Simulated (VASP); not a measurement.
The system is AlIn7.

```xyz
8
Lattice="7.0518 0.0000 0.0000 -3.5259 6.1070 0.0000 0.0000 0.0000 5.7021" Properties=species:S:1:pos:R:3 pbc="T T T"
Al    3.5259    2.0357    0.0000
In    0.0000    2.0266    0.0000
In   -1.7708    5.0937    0.0000
In    1.7708    5.0937    0.0000
In    5.2340    3.0219    2.8511
In    1.8178    3.0219    2.8511
In    3.5259    0.0633    2.8511
In    0.0000    0.0000    2.8511
```

The cell was built by a generator and needn't be a form met in nature.

| Item | Value |
| --- | --- |
| Program | VASP 6.6.1 |
| Task | relaxation of cell and atoms |
| Functional | PBE |
| Potentials or basis | VASP PAW PBE potentials, release 64 (Al, In_d) |
| Cutoff | 520 eV |
| k mesh | 3 × 3 × 3 |
| Occupations | gaussian, width 0.15 eV |
| Spin | no spin polarisation |

At the start: pressure -3.7 GPa; volume 30.70 Å³/atom.

Task: How do energy, volume and symmetry change on relaxing?

Result: Over 6 steps the energy falls by 65.3 meV/atom and the volume is 26.66 Å³/atom (-13.2 %); space group P-6m2 (No. 187, to 0.05 Å).

Step by step:
| step | energy change (eV) | largest force (eV/Å) | pressure (GPa) | volume (Å³) |
| --- | --- | --- | --- | --- |
| 1 | 0.0000 | 0.0417 | -3.74 | 245.57 |
| 2 | -0.4669 | 0.0575 | -1.39 | 220.94 |
| 3 | -0.5178 | 0.0655 | 0.07 | 212.65 |
| 4 | -0.5184 | 0.0684 | -0.06 | 212.03 |
| 5 | -0.5179 | 0.0682 | 0.45 | 210.77 |
| 6 | -0.5226 | 0.0256 | -0.07 | 213.24 |

Final structure:
```
CELL_PARAMETERS angstrom
6.80995 0.00000 0.00000
-3.40498 5.89759 0.00000
0.00000 0.00000 5.30951
ATOMIC_POSITIONS crystal
Al 0.66667 0.33333 0.00000
In 0.16647 0.33293 0.00000
In 0.16647 0.83353 0.00000
In 0.66707 0.83353 0.00000
In 0.99012 0.49506 0.50000
In 0.50494 0.49506 0.50000
In 0.50494 0.00988 0.50000
In 0.00000 0.00000 0.50000
```

Caveat: the k mesh is coarse (spacing up to 0.37 Å⁻¹), so the values aren't converged.
